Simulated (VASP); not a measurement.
Computed with vdW-DF-cx, VASP's PBE PAW potentials (set 64) (plane waves; VASP).

VASP input:

### KPOINTS
```
Automatic mesh
0
Gamma
12 12 7
0 0 0
```

**INCAR**
```
SYSTEM=Y
PREC=Accurate; ENCUT=520; LREAL=F
LASPH=T
EDIFF=1E-7; NELM=100; ALGO=Normal
LMAXMIX=4
ISMEAR=1; SIGMA=0.1
GGA=CX; LUSE_VDW=T; AGGAC=0.0
IBRION=2; NSW=30; ISIF=4
EDIFFG=-0.01
LWAVE=F; LCHARG=F
```

### POSCAR
```
Y
1
    1.7843185268    -3.0905306084     0.0000000000
    1.7843185268     3.0905306084     0.0000000000
    0.0000000000     0.0000000000     5.4957248183
Y
2
Direct
  0.3333330000   0.6666670000   0.2500000000
  0.6666670000   0.3333330000   0.7500000000
```

POTCAR, in this order: Y_sv (PBE.64 set). Program: vasp_std.

Question: Estimate the energy per atom (σ→0), band gap (on the k-mesh).

Answer: 
| Property | Result |
|---|---|
| energy per atom (σ→0) | -4.175 eV/atom |
| band gap (on the k-mesh) | none (metal, semimetal or under 0.01 eV) |

File OSZICAR:
```
...
DAV:   1    -0.835457085291E+01   -0.45156E-02   -0.24916E-01  2280   0.406E+00    0.349E-01
DAV:   2    -0.835163928353E+01    0.29316E-02   -0.74024E-03  2455   0.611E-01    0.221E-01
DAV:   3    -0.835042950120E+01    0.12098E-02   -0.32449E-03  2868   0.426E-01    0.147E-01
DAV:   4    -0.835044196548E+01   -0.12464E-04   -0.96222E-05  2756   0.727E-02    0.489E-02
DAV:   5    -0.835042924737E+01    0.12718E-04   -0.38947E-05  2966   0.473E-02    0.556E-03
DAV:   6    -0.835042932335E+01   -0.75973E-07   -0.13328E-06  2870   0.846E-03    0.344E-03
DAV:   7    -0.835042928846E+01    0.34887E-07   -0.51247E-08  1483   0.216E-03
   3 F= -.83504293E+01 E0= -.83495748E+01  d E =-.132712E-02
```

The compound is Y in the hcp structure. This cell is one point of a volume scan, at 0.97 of the reference volume. Symmetry was kept, so distortions that lower it aren't found.
